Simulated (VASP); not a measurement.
Consider the following.

```yaml
crystal:
  lattice:
    - [3.49571, 0.00000, 0.00000]
    - [-1.74785, 3.02737, 0.00000]
    - [0.00000, 0.00000, 14.04981]
  atoms:
    - { symbol: Te, position: [0.33333, 0.66667, 0.87931] }
    - { symbol: Te, position: [0.66667, 0.33333, 0.12069] }
    - { symbol: Te, position: [0.66667, 0.33333, 0.37931] }
    - { symbol: Te, position: [0.33333, 0.66667, 0.62069] }
    - { symbol: W, position: [0.33333, 0.66667, 0.25000] }
    - { symbol: W, position: [0.66667, 0.33333, 0.75000] }
```

All values below come from PBEsol GGA, VASP's PBE PAW potentials (set 64) (plane waves; VASP 6.6.1). Numerical set-up: 400 eV cut-off, 8×8×2 Γ-centred mesh, tetrahedra with Blöchl corrections, potentials Te W_sv.

Without a dispersion term in the relaxation, distances and binding between the weakly bound layers, chains or molecules are unreliable, and so is what depends on them.

Q: Predict the energy per atom (σ→0).

A: 
```yaml
energy per atom (σ→0): -7.040 eV/atom
```

The absolute energy has meaning only against runs of the same code, potentials and settings.

The structure comes from a computed database's Te2W entry (P6_3/mmc); how it stands against other phases isn't given here. It was relaxed first, which changed the volume by -9 %.
